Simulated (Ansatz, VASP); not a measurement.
Two plane-wave programs on TePd

```
CELL_PARAMETERS angstrom
4.15210 0.00000 0.00000
-2.07605 3.59582 0.00000
0.00000 0.00000 5.67190
ATOMIC_POSITIONS crystal
Te 0.33333 0.66667 0.25000
Te 0.66667 0.33333 0.75000
Pd 0.00000 0.00000 0.00000
Pd 0.00000 0.00000 0.50000
```

Alike in both runs: task single point; functional LDA; k mesh 5 × 5 × 4; occupations gaussian, width 0.05 eV; collinear spin; Hubbard terms Pd d U = 1.0 eV.

|  | VASP | Ansatz |
| --- | --- | --- |
| version | VASP 6.6.1 | Ansatz 0.2.0 |
| potentials or method | VASP PAW LDA potentials, release 64 (Te, Pd) | scalar-relativistic, plane waves, PAW |
| plane-wave cutoff (eV) | 520 | 420 |
| valence electrons in the cell | 32 | 68 |

```csv
,VASP,Ansatz,Ansatz less VASP
gap on the k mesh at the Fermi level (eV),none,none,-
pressure (GPa),-4.6,-3.9,+0.67
largest component of the traceless stress (GPa),0.65,0.88,+0.233
net moment per atom (μB),0.00,0.00,0.000
```

The programs project onto different local orbitals, so the same U acts differently. A gap of «none» marks a metal or a gap that the smearing closes. The two sets of potentials don't hold the same shells in valence. Ansatz warned: «filled_band_counts_differ_across_k_points».

Caveats: the U is typed as a test and isn't derived for this compound. The state reached can hang on the start; a lower one may exist. The runs have no spin-orbit coupling, so splittings on Te are missing.
